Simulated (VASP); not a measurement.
## Band edges against the vacuum: Ge(110)

Aim: ionisation energy and electron affinity of Ge(110), from a slab and a bulk run lined up through core potentials.

Program: VASP 6.6.1. Level of theory: PBEsol; plane waves and PAW (Ge). Results are calculated unless marked as measured.

This is a report of a sequence of runs, with most program output left out.

**1. Starting point**

Symmetry: Fd-3m, No. 227, cubic system. The conventional cell has a = 5.660 Å, b = 5.660 Å, c = 5.660 Å, α = 90.00°, β = 90.00°, γ = 90.00°. Nearest to Ge lie 4 Ge at 2.45 Å.

Coordinates:

```cif
data_structure
_symmetry_space_group_name_H-M 'P 1'
_symmetry_Int_Tables_number 1
_cell_length_a 4.0022
_cell_length_b 4.0022
_cell_length_c 4.0022
_cell_angle_alpha 60.000
_cell_angle_beta 60.000
_cell_angle_gamma 60.000
_cell_volume 45.33
loop_
_atom_site_label
_atom_site_type_symbol
_atom_site_fract_x
_atom_site_fract_y
_atom_site_fract_z
_atom_site_occupancy
Ge1 Ge 0.00000 0.00000 0.00000 1
Ge2 Ge 0.25000 0.25000 0.25000 1
```

**2. Relaxing the bulk crystal**

The later steps need the crystal at this functional's own lattice; a raised cutoff keeps the stress reliable while the cell changes.

INCAR reads:

```
SYSTEM = Ge
PREC = Accurate
ENCUT = 350
EDIFF = 1E-06
NELM = 120
ISMEAR = 0
SIGMA = 0.03
LREAL = .FALSE.
ALGO = Normal
GGA = PS
NBANDS = 10
LORBIT = 11
LWAVE = .FALSE.
LCHARG = .FALSE.
KPAR = 4
IBRION = 2
NSW = 40
ISIF = 3
EDIFFG = -0.02
POTIM = 0.4
```

POSCAR reads:

```
Ge
1.0
    0.0000000000      2.8300000000      2.8300000000
    2.8300000000      0.0000000000      2.8300000000
    2.8300000000      2.8300000000      0.0000000000
Ge
2
Direct
    0.0000000000      0.0000000000      0.0000000000
    0.2500000000      0.2500000000      0.2500000000
```

KPOINTS reads:

```
Automatic mesh
0
Gamma
6 6 6
0 0 0
```

The projector-augmented-wave data sets are Ge (PBE family, release 64).

Started as:

```bash
$ mpirun -np 4 vasp_std
```

The job ended after 3.4 s (4 MPI ranks of Intel Xeon Platinum 8259CL at 2.50GHz (Skylake/Cascade Lake), shared host; peak memory 0.49 GiB).

The PAW data sets were made with PBE, which is usual practice but a small mismatch for other functionals. The data set Ge keeps the semicore shell frozen, which is cheaper and a little less accurate. The run keeps the 48 symmetry operations of its start, so it cannot find a distortion of lower symmetry.

The steps of the relaxation:

| step | energy less that of the first step (eV) | largest force (eV/Å) | pressure (GPa) | volume (Å³) |
| --- | --- | --- | --- | --- |
| 1 | 0.0000 | 0.0000 | 1.56 | 45.33 |
| 2 | -0.0054 | 0.0000 | -0.12 | 46.50 |

| conventional cell, symmetrised | before | after | change |
| --- | --- | --- | --- |
| a (Å) | 5.660 | 5.708 | +0.9 % |
| b (Å) | 5.660 | 5.708 | +0.9 % |
| c (Å) | 5.660 | 5.708 | +0.9 % |
| volume (Å³/atom) | 22.67 | 23.25 | +2.6 % |

Final coordinates:

```xyz
2
Lattice="0.0000 2.8541 2.8541 2.8541 0.0000 2.8541 2.8541 2.8541 0.0000" Properties=species:S:1:pos:R:3 pbc="T T T"
Ge    0.0000    0.0000    0.0000
Ge    1.4270    1.4270    1.4270
```

Numbers from this step:

* electronic cycles: 15
* electrons: 8
* free energy (TOTEN): -9.745 eV
* energy at zero smearing: -9.745 eV
* Fermi energy: 3.437 eV

The run ended after 2 ionic steps, 0.005 eV below its first step, once forces and stress met EDIFFG = -0.02.

**3. Band edges of the bulk**

A static bulk run at the slab's cutoff gives the band edges and the core potentials that tie them to the slab.

INCAR reads:

```
SYSTEM = Ge
PREC = Normal
ENCUT = 320
EDIFF = 1E-06
NELM = 120
ISMEAR = 0
SIGMA = 0.03
LREAL = .FALSE.
ALGO = Normal
GGA = PS
NBANDS = 10
LORBIT = 11
LWAVE = .FALSE.
LCHARG = .FALSE.
KPAR = 4
```

POSCAR reads:

```
Ge
1.0
    0.0000000000      2.8540859333      2.8540859333
    2.8540859333      0.0000000000      2.8540859333
    2.8540859333      2.8540859333      0.0000000000
Ge
2
Direct
    0.0000000000      0.0000000000      0.0000000000
    0.2500000000      0.2500000000      0.2500000000
```

KPOINTS reads:

```
Automatic mesh
0
Gamma
13 13 13
0 0 0
```

Started as:

```bash
$ mpirun -np 4 vasp_std
```

Wall time 4 s (4 MPI ranks); peak memory 0.46 GiB.

This step gave:

| Item | Value |
| --- | --- |
| electronic cycles | 10 |
| free energy (TOTEN) | -9.791 eV |
| Fermi energy | 3.427 eV |
| metallic | yes |

The run ends at a pressure of -0.23 GPa.

**4. Surface relaxation**

System of this step: Ge(110). The cell holds 18 atoms: 18 Ge. Cell: a = 4.036 Å, b = 5.708 Å, c = 32.145 Å, α = 90.0°, β = 90.0°, γ = 90.0°. It derives from Ge. 9 layers, cut at this functional's lattice. Vacuum lies along c.

All atoms relax at the fixed cell.

INCAR reads:

```
SYSTEM = Ge
PREC = Normal
ENCUT = 320
EDIFF = 1E-05
NELM = 120
ISMEAR = 0
SIGMA = 0.03
LREAL = Auto
ALGO = Fast
GGA = PS
NBANDS = 54
LORBIT = 11
LWAVE = .FALSE.
LCHARG = .FALSE.
KPAR = 2
NCORE = 2
IBRION = 2
NSW = 60
ISIF = 2
EDIFFG = -0.03
POTIM = 0.4
MAXMIX = 40
IDIPOL = 3
LDIPOL = .TRUE.
DIPOL = 0.5 0.5 0.5
```

POSCAR reads:

```
Ge
1.0
    4.0362870351      0.0000000000      0.0000000000
    0.0000000000      5.7081718666      0.0000000000
    0.0000000000      0.0000000000     32.1451481402
Ge
18
Direct
    0.7500000000      0.3750000000      0.7511288500
    0.2500000000      0.6250000000      0.7511288500
    0.2500000000      0.8750000000      0.6883466400
    0.7500000000      0.1250000000      0.6883466400
    0.7500000000      0.3750000000      0.6255644200
    0.2500000000      0.6250000000      0.6255644200
    0.2500000000      0.8750000000      0.5627822100
    0.7500000000      0.1250000000      0.5627822100
    0.7500000000      0.3750000000      0.5000000000
    0.2500000000      0.6250000000      0.5000000000
    0.2500000000      0.8750000000      0.4372177900
    0.7500000000      0.1250000000      0.4372177900
    0.7500000000      0.3750000000      0.3744355800
    0.2500000000      0.6250000000      0.3744355800
    0.2500000000      0.8750000000      0.3116533600
    0.7500000000      0.1250000000      0.3116533600
    0.7500000000      0.3750000000      0.2488711500
    0.2500000000      0.6250000000      0.2488711500
```

KPOINTS reads:

```
Automatic mesh
0
Gamma
6 4 1
0 0 0
```

Started as:

```bash
$ mpirun -np 4 vasp_std
```

It took 2.2 min on 4 MPI ranks; peak memory 0.93 GiB.

The run keeps the 8 symmetry operations of its start, so it cannot find a distortion of lower symmetry.

Step by step:

```csv
step,energy less that of the first step (eV),largest force (eV/Å)
1,0.0000,0.2228
2,-0.0115,0.1624
3,-0.0200,0.1155
4,-0.0222,0.0560
5,-0.0226,0.0426
6,-0.0232,0.0250
```

The atoms that moved most (Å):

```
atom     dx      dy      dz  length
 Ge1  0.000   0.029  -0.003   0.029
Ge17  0.000   0.029   0.003   0.029
Ge18  0.000  -0.029   0.003   0.029
 Ge2  0.000  -0.029  -0.003   0.029
Ge16  0.000   0.014  -0.021   0.026
Ge15  0.000  -0.014  -0.021   0.026
 Ge4  0.000   0.014   0.021   0.026
 Ge3  0.000  -0.014   0.021   0.026
```

The relaxed structure:

```xyz
18
Lattice="4.0363 0.0000 0.0000 0.0000 5.7082 0.0000 0.0000 0.0000 32.1451" Properties=species:S:1:pos:R:3
Ge    3.0272    2.1695   24.1418
Ge    1.0091    3.5387   24.1418
Ge    1.0091    4.9803   22.1482
Ge    3.0272    0.7279   22.1482
Ge    3.0272    2.1356   20.1097
Ge    1.0091    3.5726   20.1097
Ge    1.0091    4.9928   18.0853
Ge    3.0272    0.7154   18.0853
Ge    3.0272    2.1443   16.0726
Ge    1.0091    3.5638   16.0726
Ge    1.0091    4.9928   14.0599
Ge    3.0272    0.7154   14.0599
Ge    3.0272    2.1356   12.0355
Ge    1.0091    3.5726   12.0355
Ge    1.0091    4.9803    9.9970
Ge    3.0272    0.7279    9.9970
Ge    3.0272    2.1695    8.0034
Ge    1.0091    3.5387    8.0034
```

Numbers from this step:

```
electronic cycles       : 48
electrons               : 72
free energy (TOTEN)     : -84.0598 eV
energy at zero smearing : -84.0573 eV
Fermi energy            : -0.3281 eV
dipole moment           : 0, 0, 0 e·Å
```

The run ended after 6 ionic steps, 0.023 eV below its first step, once the forces on the free atoms met EDIFFG = -0.03.

**5. Potential and states of the slab**

A static run writes the electrostatic potential without exchange and correlation (LVHAR), which is flat in the vacuum and gives the level to count from. The dipole correction cancels the field that unlike faces would set up across the vacuum.

INCAR reads:

```
SYSTEM = Ge
PREC = Normal
ENCUT = 320
EDIFF = 1E-06
NELM = 120
ISMEAR = 0
SIGMA = 0.03
LREAL = Auto
ALGO = Fast
GGA = PS
NBANDS = 54
LORBIT = 11
LWAVE = .FALSE.
LCHARG = .TRUE.
KPAR = 2
IDIPOL = 3
LDIPOL = .TRUE.
DIPOL = 0.5 0.5 0.5
LVHAR = .TRUE.
LVACPOTAV = .TRUE.
NEDOS = 1500
```

POSCAR reads:

```
Ge
1.0
    4.0362870351      0.0000000000      0.0000000000
    0.0000000000      5.7081718666      0.0000000000
    0.0000000000      0.0000000000     32.1451481402
Ge
18
Direct
    0.7500000000      0.3800643978      0.7510233747
    0.2500000000      0.6199356022      0.7510233747
    0.2500000000      0.8724849310      0.6890057943
    0.7500000000      0.1275150690      0.6890057943
    0.7500000000      0.3741256575      0.6255892287
    0.2500000000      0.6258743425      0.6255892287
    0.2500000000      0.8746726053      0.5626125670
    0.7500000000      0.1253273947      0.5626125670
    0.7500000000      0.3756626119      0.5000000000
    0.2500000000      0.6243373881      0.5000000000
    0.2500000000      0.8746726053      0.4373874330
    0.7500000000      0.1253273947      0.4373874330
    0.7500000000      0.3741256575      0.3744107713
    0.2500000000      0.6258743425      0.3744107713
    0.2500000000      0.8724849310      0.3109942057
    0.7500000000      0.1275150690      0.3109942057
    0.7500000000      0.3800643978      0.2489766253
    0.2500000000      0.6199356022      0.2489766253
```

KPOINTS is that of step 4.

KPOINTS_OPT reads:

```
Line mode
14
Line-mode
Reciprocal
  0.00000000   0.00000000   0.00000000 GAMMA
  0.50000000   0.00000000   0.00000000 X

  0.50000000   0.00000000   0.00000000 X
  0.50000000   0.50000000   0.00000000 S

  0.50000000   0.50000000   0.00000000 S
  0.00000000   0.50000000   0.00000000 Y

  0.00000000   0.50000000   0.00000000 Y
  0.00000000   0.00000000   0.00000000 GAMMA

  0.00000000   0.00000000   0.00000000 GAMMA
  0.50000000   0.50000000   0.00000000 S
```

Started as:

```bash
$ mpirun -np 4 vasp_std
```

Elapsed: 3.6 min, on 4 MPI ranks; peak memory 1.2 GiB.

Numbers from this step:

* electronic cycles: 22
* vacuum levels: 4.502, 4.502 eV
* work functions of the upper and lower face: 4.830, 4.830 eV

Electronic bands along the path, in eV, zero at the Fermi level; # counts the bands kept:

| point | #27 | #28 | #29 | #30 | #31 | #32 | #33 | #34 |
| --- | --- | --- | --- | --- | --- | --- | --- | --- |
| Γ | -0.25 | 0.06 | 0.17 | 0.21 | 0.41 | 0.82 | 0.94 | 1.22 |
| 0.46 of the way | -1.42 | -1.02 | -0.32 | -0.29 | 0.37 | 0.82 | 1.43 | 1.55 |
| X | -1.75 | -1.75 | -0.16 | -0.16 | -0.05 | -0.05 | 1.09 | 1.09 |
| 0.46 of the way | -1.66 | -1.66 | -0.15 | -0.15 | 0.00 | 0.00 | 1.56 | 1.56 |
| S | -1.37 | -1.37 | -0.50 | -0.50 | -0.01 | -0.01 | 1.38 | 1.38 |
| 0.46 of the way | -1.33 | -1.22 | -0.08 | -0.01 | 0.31 | 0.31 | 1.86 | 1.99 |
| Y | -1.06 | -1.04 | -0.35 | -0.25 | -0.17 | -0.05 | 0.67 | 0.97 |
| 0.46 of the way | -0.60 | -0.60 | -0.20 | -0.12 | 0.33 | 0.38 | 0.96 | 1.17 |
| Γ | -0.25 | 0.06 | 0.17 | 0.21 | 0.41 | 0.82 | 0.94 | 1.22 |
| 0.46 of the way | -1.19 | -0.85 | -0.14 | 0.05 | 0.06 | 0.39 | 1.72 | 1.83 |
| S | -1.37 | -1.37 | -0.50 | -0.50 | -0.01 | -0.01 | 1.38 | 1.38 |

The planar average of the electrostatic potential oscillates, so the rows of the table below give means over windows of 2.01 Å about each position, cut where the curve ends. Its maxima inside the range that stand out by 2 % of the span (Å: eV): 9.0: 0.109, 11.1: 0.201, 13.1: 0.0899, 15.1: 0.0181, 17.1: 0.0181, 19.1: 0.0899, 21.1: 0.201, 23.1: 0.109. Its minima: 8.3: -4.54, 10.3: -4.76, 12.3: -4.93, 14.3: -4.93, 16.3: -4.94, 17.9: -4.93, 19.9: -4.93, 21.9: -4.76, 23.9: -4.54.

Zero at the Fermi level. Table of planar average of the electrostatic potential by height; means over each step:

```csv
height (Å),planar average of the electrostatic potential (eV)
1.00,4.83
3.01,4.83
5.02,4.79
7.03,0.745
9.04,-3.04
11.05,-3.08
13.06,-3.21
15.07,-3.27
17.08,-3.27
19.09,-3.21
21.10,-3.07
23.11,-3.03
25.12,0.811
27.13,4.79
29.14,4.83
31.15,4.83
```

Density of states in the PAW spheres, an atom over height of the layer and energy from the Fermi level.

Values in states/eV, 22 rows by 9 columns, each cell a mean:
```
0.50 0.25 0.13 0.08 0.06 0.08 0.13 0.25 0.50
0.62 0.25 0.14 0.10 0.08 0.10 0.14 0.25 0.62
0.29 0.14 0.07 0.05 0.05 0.05 0.07 0.14 0.29
0.13 0.08 0.13 0.19 0.17 0.19 0.13 0.08 0.13
0.19 0.16 0.21 0.22 0.26 0.22 0.21 0.16 0.19
0.33 0.33 0.35 0.36 0.32 0.36 0.35 0.33 0.33
0.34 0.34 0.34 0.30 0.33 0.30 0.34 0.34 0.34
0.39 0.48 0.44 0.48 0.50 0.48 0.44 0.48 0.39
0.26 0.37 0.38 0.32 0.30 0.32 0.38 0.37 0.26
0.18 0.35 0.30 0.29 0.26 0.29 0.30 0.35 0.18
0.14 0.28 0.36 0.37 0.40 0.37 0.36 0.28 0.14
0.10 0.15 0.21 0.25 0.27 0.25 0.21 0.15 0.10
0.03 0.02 0.02 0.03 0.04 0.03 0.02 0.02 0.03
0.12 0.08 0.06 0.08 0.09 0.08 0.06 0.08 0.12
0.12 0.06 0.08 0.06 0.03 0.06 0.08 0.06 0.12
0.16 0.16 0.12 0.13 0.12 0.13 0.12 0.16 0.16
0.13 0.08 0.06 0.08 0.13 0.08 0.06 0.08 0.13
0.20 0.14 0.14 0.10 0.09 0.10 0.14 0.14 0.20
0.19 0.21 0.21 0.16 0.14 0.16 0.21 0.21 0.19
0.33 0.38 0.36 0.35 0.38 0.35 0.36 0.38 0.33
0.12 0.18 0.21 0.24 0.24 0.24 0.21 0.18 0.12
0.20 0.16 0.17 0.26 0.17 0.26 0.17 0.16 0.20
```
Columns: height of the layer (Å) from 8 to 24.1; rows upwards: energy from the Fermi level (eV) from -7.9 to 0.5.

Electrostatic potential energy in the cb plane at fractional x = 0.250, with atoms of Ge within 0.2 Å of it. With pseudopotentials it is smooth inside the atoms' cores, unlike the true potential.

Values in eV, 8 rows by 16 columns, each cell a mean:
```
-19 -20  -2   1 -19 -19  -3   2 -17 -19  -5   3   4   4   5   5
-18 -22  -7 -10 -17 -22  -8 -11 -16 -22  -8  -9   2   4   4   5
 -5  -4 -19 -19  -5  -4 -18 -18  -6  -5 -18 -18  -4   4   4   5
 -1   2 -17 -22  -1   2 -16 -22  -2   2 -15 -22  -3   4   4   4
  2   3  -1  -4   2   3  -1  -4   2   4   0  -5   2   4   4   4
  3   3   3   3   3   3   3   3   3   4   3   3   4   4   4   4
  3   2   3   3   3   2   3   3   3   2   3   4   4   4   5   5
 -5 -10   2   3  -4 -10   2   3  -3 -10   2   4   4   5   5   5
```
Columns run along c (16.0 Å, from fractional 0.41 to 0.91 of the cell; values clipped at the 3rd and 97th percentile), rows up along b (5.7 Å). Atoms in or near the plane, at fractional coordinates: Ge at (0.75, 0.62), Ge at (0.69, 0.87), Ge at (0.63, 0.63), Ge at (0.56, 0.87), Ge at (0.50, 0.62), Ge at (0.44, 0.87).

Valence density in the cb plane at fractional x = 0.250, with atoms of Ge within 0.2 Å of it. It is the smooth field of the valence electrons, not physical close to the nuclei.

Ten even steps from '0' (-0.05 e/Å³) to '9' (0.45 e/Å³), each cell a mean:
```
57657742223576577422224775674321111111000000
77205864334772048643346840386432211111000000
99537986667995379876678963698765431111100000
99889999889998899998899988899988752111100000
97666897349976667984489766679855863211100000
74334685027753345861177533457611774211100000
53222467567532223675576322236755763111100000
32111247776321112467764211224677642111100000
21111234553211112245542111123455421111100000
11111122322111111222221111112232211111000000
11111111111111111111111111111111111111000000
11111111111111111111111111111111111111000000
12232211111122322111111222221111111110000000
23554321111234543211112345432111111110000000
36787421112357875321123578753211111110000000
```
Columns run along c (16.0 Å, from fractional 0.41 to 0.91 of the cell), rows up along b (5.7 Å). Atoms in or near the plane, at fractional coordinates: Ge at (0.75, 0.62), Ge at (0.69, 0.87), Ge at (0.63, 0.63), Ge at (0.56, 0.87), Ge at (0.50, 0.62), Ge at (0.44, 0.87).

The map of layer states is cut here 0.5 eV above the Fermi level, so it leaves out the states above that.

The vacuum level lies 4.83 eV above the Fermi level at the upper face; both faces agree, as the slab has next to no dipole.

The program found no field-free point at its default tolerance, but its printed level agrees with the flat part of the planar average.

On this mesh the fine structure of the density of states is sampling noise, and high empty states may be cut by the number of bands.

**6. Lining up bulk and slab**

This step: band edges against the vacuum, PBEsol; plane waves and PAW (VASP 6.6.1).

No new run; the numbers come from the runs before.

Numbers from this step:

```yaml
ionisation_energy: 4.664 eV
offset_spread: 0.02130 eV
bulk_gap: 0 eV
slab_gap: 0 eV
buckling: 0 Å
tilt: 0 degree
surface_energy_relaxed: 1.412 J/m²
```

The averaged core potentials of the four middle atoms lie -3.589 eV from those of the bulk run. The Fermi level of the gapless bulk (3.427 eV), moved by that offset, is taken from the upper vacuum level (4.502 eV).

**7. What came out**

| Item | Value |
| --- | --- |
| ionisation energy | 4.66 eV |
| buckling | 0 Å |
| surface energy, relaxed | 1.41 J/m² |

What this shows: The bulk Fermi level lies 4.66 eV below the vacuum of Ge(110); the bulk gap is closed at this level, so no affinity is given. The symmetry kept forbids the top layer to buckle, so all numbers belong to a flat surface that may not be the lowest. It costs 1.41 J/m². The offsets of the four middle atoms spread by 0.02 eV; a shift common to all four would not show in it. One thickness was run. Semilocal band edges put the valence top too high and the gap too small. Spin-orbit coupling, left out here, would raise the valence top further.

[Lines on the potential files, build, host, timing and source positions are cut from VASP's logs without a mark.]

[Logs are printed without paths, hosts, clocks, repeated set-up lines and the standing remarks that a program may print on its own settings, such as how far it seeks lower states.]

[Hosts, paths, dates, database ids (printed as entryN), source tags and the programs' standing remarks are cut or masked in the printed files.]

[Runs that stopped without an error message from VASP are left out.]
